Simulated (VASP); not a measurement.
# YbRu (Fm-3m) in VASP: notebook

Aim: see how the results for YbRu move with the level of theory and the settings. Levels: RPBE, PBE. Tasks: relaxation of the atoms, relaxation of cell and atoms.

Program: VASP 6.6.1. These are calculated values, not measurements. Logs are shortened: lines on timing, memory, paths and dates and some standing lists are left out, and cuts for length are marked.

### 1 The crystal as given

Symmetry: Fm-3m, No. 225, cubic system. The conventional cell has a = 5.549 Å, b = 5.549 Å, c = 5.549 Å, α = 90.00°, β = 90.00°, γ = 90.00°. Yb (site symmetry m-3m) is surrounded by 6 Ru at 2.77 Å. Ru (site symmetry m-3m) is surrounded by 6 Yb at 2.77 Å.

The cell was built by a generator and needn't be a form met in nature.

### 2 Relaxation of the atoms, RPBE, collinear spin, ferromagnetic start

Input file INCAR:

```
SYSTEM = YbRu
PREC = Accurate
ENCUT = 520
EDIFF = 1E-6
ISMEAR = 1
SIGMA = 0.1
LREAL = .FALSE.
LASPH = .TRUE.
NELM = 120
ALGO = Normal
ISIF = 2
LWAVE = .FALSE.
LCHARG = .FALSE.
ISPIN = 2
MAGMOM = 1 1
LORBIT = 11
LMAXMIX = 6
GGA = RP
IBRION = 2
NSW = 40
EDIFFG = -0.01
```

Input file KPOINTS:

```
regular mesh
0
G
  8 8 8
  0 0 0
```

Input file POSCAR:

```
YbRu
1.0
    0.0000000000      2.7745200000      2.7745200000
    2.7745200000      0.0000000000      2.7745200000
    2.7745200000      2.7745200000      0.0000000000
Yb Ru
1 1
Direct
    0.5000000000      0.5000000000      0.5000000000
    0.0000000000      0.0000000000      0.0000000000
```

Potentials or basis: VASP PAW PBE potentials, release 64 (Yb, Ru_pv).

On the command line:

```
cat potpaw_PBE.64/Yb/POTCAR potpaw_PBE.64/Ru_pv/POTCAR > POTCAR
mpirun -np 1 vasp_std > vasp.out
```

OUTCAR:

```text
SYSTEM = YbRu
   PREC = Accurate
   ENCUT = 520
   EDIFF = 1E-6
   ISMEAR = 1
   LREAL = .FALSE.
   LASPH = .TRUE.
   NELM = 120
   ISIF = 2
   ISPIN = 2
   LORBIT = 11
   GGA = RP
   IBRION = 2
   NSW = 40
   EDIFFG = -0.01

 ion  position               nearest neighbor table
   1  0.500  0.500  0.500-   2 2.77   2 2.77   2 2.77   2 2.77   2 2.77   2 2.77
   2  0.000  0.000  0.000-   1 2.77   1 2.77   1 2.77   1 2.77   1 2.77   1 2.77

  LATTYP: Found a face centered cubic cell.
 ALAT       =     5.5490400000

  Lattice vectors:

 A1 = (   0.0000000000,   2.7745200000,   2.7745200000)
 A2 = (   2.7745200000,   0.0000000000,   2.7745200000)
 A3 = (   2.7745200000,   2.7745200000,   0.0000000000)

Analysis of symmetry for initial positions (statically):
=====================================================================
 Subroutine PRICEL returns:
 Original cell was already a primitive cell.

 Routine SETGRP: Setting up the symmetry group for a
 face centered cubic supercell.

 Subroutine GETGRP returns: Found 48 space group operations
 (whereof 48 operations were pure point group operations)
 out of a pool of 48 trial point group operations.

The static configuration has the point symmetry O_h .

Analysis of symmetry for dynamics (positions and initial velocities):
=====================================================================
 Subroutine PRICEL returns:
 Original cell was already a primitive cell.

 Routine SETGRP: Setting up the symmetry group for a
 face centered cubic supercell.

 Subroutine GETGRP returns: Found 48 space group operations
 (whereof 48 operations were pure point group operations)
 out of a pool of 48 trial point group operations.

The dynamic configuration has the point symmetry O_h .

Analysis of structural, dynamic, and magnetic symmetry:
=====================================================================
 Subroutine PRICEL returns:
 Original cell was already a primitive cell.

 Routine SETGRP: Setting up the symmetry group for a
 face centered cubic supercell.

 Subroutine GETGRP returns: Found 48 space group operations
 (whereof 48 operations were pure point group operations)
 out of a pool of 48 trial point group operations.

The overall configuration has the point symmetry O_h .

 Subroutine INISYM returns: Found 48 space group operations
 (whereof 48 operations are pure point group operations),
 and found     1 'primitive' translations

----------------------------------------------------------------------------------------

                                     Primitive cell

  volume of cell :      42.7163

  direct lattice vectors                    reciprocal lattice vectors
     0.000000000  2.774520000  2.774520000    -0.180211352  0.180211352  0.180211352
     2.774520000  0.000000000  2.774520000     0.180211352 -0.180211352  0.180211352
     2.774520000  2.774520000  0.000000000     0.180211352  0.180211352 -0.180211352

  length of vectors
     3.923763813  3.923763813  3.923763813     0.312135218  0.312135218  0.312135218

  position of ions in fractional coordinates (direct lattice)
     0.500000000  0.500000000  0.500000000
     0.000000000  0.000000000  0.000000000

  ion indices of the primitive-cell ions
   primitive index   ion index
                 1           1
                 2           2

----------------------------------------------------------------------------------------

 KPOINTS: regular mesh

Automatic generation of k-mesh.
 Grid dimensions read from file:
 generate k-points for:    8    8    8

 Generating k-lattice:

  Cartesian coordinates                     Fractional coordinates (reciprocal lattice)
    -0.022526419  0.022526419  0.022526419     0.125000000  0.000000000  0.000000000
     0.022526419 -0.022526419  0.022526419     0.000000000  0.125000000  0.000000000
     0.022526419  0.022526419 -0.022526419     0.000000000  0.000000000  0.125000000

  Length of vectors
     0.039016902  0.039016902  0.039016902

  Shift w.r.t. Gamma in fractional coordinates (k-lattice)
     0.000000000  0.000000000  0.000000000

 Subroutine IBZKPT returns following result:
 ===========================================

 Found     29 irreducible k-points:

 Following reciprocal coordinates:
            Coordinates               Weight
  0.000000  0.000000  0.000000      1.000000
  0.125000  0.000000  0.000000      8.000000
  0.250000  0.000000  0.000000      8.000000
  0.375000  0.000000  0.000000      8.000000
  0.500000  0.000000  0.000000      4.000000
  0.125000  0.125000  0.000000      6.000000
[... 16 lines left out ...]
  0.500000  0.250000  0.125000     48.000000
 -0.375000  0.250000  0.125000     24.000000
 [... further k-points ...]
   k-points           NKPTS =     29   k-points in BZ     NKDIM =     29   number of bands    NBANDS=     24
   number of dos      NEDOS =    301   number of ions     NIONS =      2
   total plane-waves  NPLWV =  27000
   dimension x,y,z NGX =    30 NGY =   30 NGZ =   30
   dimension x,y,z NGXF=    60 NGYF=   60 NGZF=   60
   ions per type =               1   1
   NGX,Y,Z   is equivalent  to a cutoff of  12.71, 12.71, 12.71 a.u.
   NGXF,Y,Z  is equivalent  to a cutoff of  25.42, 25.42, 25.42 a.u.
 SYSTEM =  YbRu
   PREC   = accura    normal or accurate (medium, high low for compatibility)
   ISTART =      0    job   : 0-new  1-cont  2-samecut
   ICHARG =      2    charge: 1-file 2-atom 10-const
   ISPIN  =      2    spin polarized calculation?
   LNONCOLLINEAR =      F non collinear calculations
   LSORBIT =      F    spin-orbit coupling
   LASPH  =      T    aspherical Exc in radial PAW
   ENCUT  =  520.0 eV  38.22 Ry    6.18 a.u.   7.30  7.30  7.30*2*pi/ulx,y,z
   NELM   =    120;   NELMIN=  2; NELMDL= -5     # of ELM steps
   EDIFF  = 0.1E-05   stopping-criterion for ELM
   LREAL  =      F    real-space projection
   EDIFFG = -.1E-01   stopping-criterion for IOM
   NSW    =     40    number of steps for IOM
   IBRION =      2    ionic relax: 0-MD 1-quasi-New 2-CG
   NFREE  =      1    steps in history (QN), initial steepest desc. (CG)
   ISIF   =      2    stress and relaxation
   ISYM   =      2    0-nonsym 1-usesym 2-fastsym
   POTIM  = 0.5000    time-step for ionic-motion
   TEBEG  =    0.0;   TEEND  =   0.0 temperature during run
   PSTRESS=    0.0 pullay stress
   NELECT =      38.0000    total number of electrons
   NUPDOWN=      -1.0000    fix difference up-down
   EMIN   =  10.00;   EMAX   =-10.00  energy-range for DOS
   EFERMI =   0.00;   METHOD = LEGACY
   ISMEAR =     1;   SIGMA  =   0.10  broadening in eV -4-tet -1-fermi 0-gaus
   EFERMI_NEDOS =   21; number of points for ismear=-14 and -15
   IALGO  =     38    algorithm
   IMIX   =      4    mixing-type and parameters
     AMIX     =   0.40;   BMIX     =  1.00
     AMIX_MAG =   1.60;   BMIX_MAG =  1.00
  volume/ion in A,a.u.               =      21.36       144.13
  Fermi-wavevector in a.u.,A,eV,Ry     =   1.574484  2.975343 33.728828  2.478999
  Thomas-Fermi vector in A             =   2.675611
   LORBIT       =     11    0 simple, 1 ext, 2 COOP (PROOUT), +10 PAW based schemes
   GGA     = RP    functional components
   LHFCALC =     F    Hartree Fock is set to
   AEXX    =    0.0000 exact exchange contribution
   IVDW    =     0    specifies the selected vdW correction
   LEPSILON=     F    determine dielectric tensor
   LRPA    =     F    only Hartree local field effects (RPA)
 conjugate gradient relaxation of ions
 spin polarized calculation
 Methfessel and Paxton  Order N= 1 SIGMA  =   0.10
  energy-cutoff  :      520.00
  volume of cell :       42.72
 maximum number of plane-waves:      1174
 NGX is ok and might be reduce to    30
   NGX = 15   NGY = 15   NGZ = 15

 number of electron      38.0000006 magnetization       1.0279469

 Free energy of the ion-electron system (eV)
  ---------------------------------------------------
  ext. energy  EPLUGINS =         0.00000000
  ---------------------------------------------------
  free energy    TOTEN  =       -10.42539400 eV

  energy without entropy =      -10.42583018  energy(sigma->0) =      -10.42553939

 E-fermi :   4.6583     XC(G=0): -11.4779

 val. band max:        4.6475078485   @ k =   0.5000   0.3750   0.1250
 cond. band min:       4.6596027858   @ k =   0.3750   0.2500   0.1250
 fundamental gap:      0.0120949373
 Fermi energy:         4.6582607256

 spin component 1

 k-point     1 :       0.0000    0.0000    0.0000
  band No.  band energies     occupation
      1     -46.5426      1.00000
      2     -37.1325      1.00000
      3     -37.1325      1.00000
      4     -37.1325      1.00000
      5     -18.6313      1.00000
      6     -18.6313      1.00000
[... 16 lines left out ...]
     23      10.8528      0.00000
     24      13.1916      0.00000
[... 598 lines left out ...]
      2     -37.1409      1.00000
      3     -37.1396      1.00000
      4     -37.1343      1.00000
      5     -18.8144      1.00000
      6     -18.7231      1.00000
[... 16 lines left out ...]
     23       7.9465      0.00000
     24      10.8236      0.00000

 [... further k-points ...]

 spin component 2

 k-point     1 :       0.0000    0.0000    0.0000
  band No.  band energies     occupation
      1     -46.4309      1.00000
      2     -36.5481      1.00000
      3     -36.5481      1.00000
      4     -36.5481      1.00000
      5     -18.5736      1.00000
      6     -18.5736      1.00000
[... 16 lines left out ...]
     23      11.0240      0.00000
     24      13.0441      0.00000
[... 598 lines left out ...]
      2     -36.5570      1.00000
      3     -36.5555      1.00000
      4     -36.5500      1.00000
      5     -18.7595      1.00000
      6     -18.6667      1.00000
[... 16 lines left out ...]
     23       7.9698      0.00000
     24      10.8196      0.00000

 [... further k-points ...]

------------------------ aborting loop because EDIFF is reached ----------------------------------------

  FORCE on cell =-STRESS in cart. coord.  units (eV):
  Direction    XX          YY          ZZ          XY          YZ          ZX
  --------------------------------------------------------------------------------------
  -------------------------------------------------------------------------------------
  Total        1.0629818      1.0629818      1.0629818      0.0000000      0.0000000     -0.0000000
  in kB       39.8696872     39.8696872     39.8696872      0.0000000      0.0000000     -0.0000000
  external PRESSURE =      39.8696872 kB  Pullay stress =       0.0000000 kB

 VOLUME and BASIS-vectors are now :
 -----------------------------------------------------------------------------
  energy-cutoff  :      520.00
  volume of cell :       42.72
      direct lattice vectors                 reciprocal lattice vectors
     0.000000000  2.774520000  2.774520000    -0.180211352  0.180211352  0.180211352
     2.774520000  0.000000000  2.774520000     0.180211352 -0.180211352  0.180211352
     2.774520000  2.774520000  0.000000000     0.180211352  0.180211352 -0.180211352

 POSITION                                       TOTAL-FORCE (eV/Angst)
 -----------------------------------------------------------------------------------
      2.77452      2.77452      2.77452         0.000000     -0.000000      0.000000
      0.00000      0.00000      0.00000        -0.000000      0.000000      0.000000
 -----------------------------------------------------------------------------------
    total drift:                                0.000000      0.000000      0.000000

  FREE ENERGIE OF THE ION-ELECTRON SYSTEM (eV)
  ---------------------------------------------------
  free  energy   TOTEN  =       -10.4253939967 eV

  energy  without entropy=      -10.4258301850  energy(sigma->0) =      -10.42553939

 reached required accuracy - stopping structural energy minimisation

 total charge

# of ion       s       p       d       f       tot
--------------------------------------------------
    1        2.232   6.091   0.635  13.400  22.358
    2        0.337   6.056   6.323   0.000  12.716
--------------------------------------------------
tot          2.569  12.148   6.958  13.400  35.074

 magnetization (x)

# of ion       s       p       d       f       tot
--------------------------------------------------
    1       -0.005  -0.013  -0.026   0.293   0.249
    2        0.009  -0.002   0.778   0.000   0.785
--------------------------------------------------
tot          0.004  -0.014   0.752   0.293   1.034
```

Wall time 7.6 min (1 thread of Intel Xeon Platinum 8259CL at 2.50GHz (Skylake/Cascade Lake), shared host); peak memory 0.24 GiB.

Results:

```yaml
Free_energy: -10.4254 eV
Pressure_after_relaxing: 4.0 GPa
Band_gap_on_the_k_mesh: none (metal or under the smearing width)
Net_moment: 1.03 μB per cell
Site_moments: Yb +0.25; Ru +0.79 μB
Valence_electrons_inside_the_program's_atomic_spheres: Yb 22.36; Ru 12.72
```

Final structure:
```xyz
2
Lattice="0.0000 2.7745 2.7745 2.7745 0.0000 2.7745 2.7745 2.7745 0.0000" Properties=species:S:1:pos:R:3 pbc="T T T"
Yb    2.7745    2.7745    2.7745
Ru    0.0000    0.0000    0.0000
```

Levels at points of the mesh, in eV from the Fermi level:
Spin up:
| k point | band 17 | band 18 | band 19 | band 20 | band 21 | band 22 | band 23 | band 24 |
| --- | --- | --- | --- | --- | --- | --- | --- | --- |
| (0.00, 0.00, 0.00) | -0.68 | -0.68 | -0.68 | -0.68 | 6.19 | 6.19 | 6.19 | 8.53 |
| (0.50, 0.00, 0.00) | -0.40 | -0.40 | 0.01 | 0.01 | 1.47 | 2.73 | 2.73 | 6.24 |
| (0.50, 0.50, 0.00) | -0.59 | -0.59 | -0.46 | -0.46 | 1.21 | 5.26 | 6.15 | 6.15 |
Spin down:
| k point | band 14 | band 15 | band 16 | band 17 | band 18 | band 19 | band 20 | band 21 | band 22 | band 23 |
| --- | --- | --- | --- | --- | --- | --- | --- | --- | --- | --- |
| (0.00, 0.00, 0.00) | -0.54 | -0.54 | -0.54 | -0.53 | -0.40 | -0.40 | -0.40 | 6.37 | 6.37 | 6.37 |
| (0.50, 0.00, 0.00) | -0.61 | -0.42 | -0.40 | -0.04 | -0.04 | 0.44 | 0.44 | 1.88 | 2.74 | 2.74 |
| (0.50, 0.50, 0.00) | -0.47 | -0.47 | -0.47 | -0.43 | -0.38 | 0.24 | 0.24 | 1.19 | 5.54 | 6.21 |

Caveat: the relaxation stopped at its first step, so nothing moved; the PAW data sets were made with another functional, which shifts forces and pressure a little; spin-orbit coupling is left out, which moves the levels of the heavy elements; without U or exact exchange the open f shell lies at the Fermi level, which spoils levels, moments and volumes.

[end of part 1 of 2]
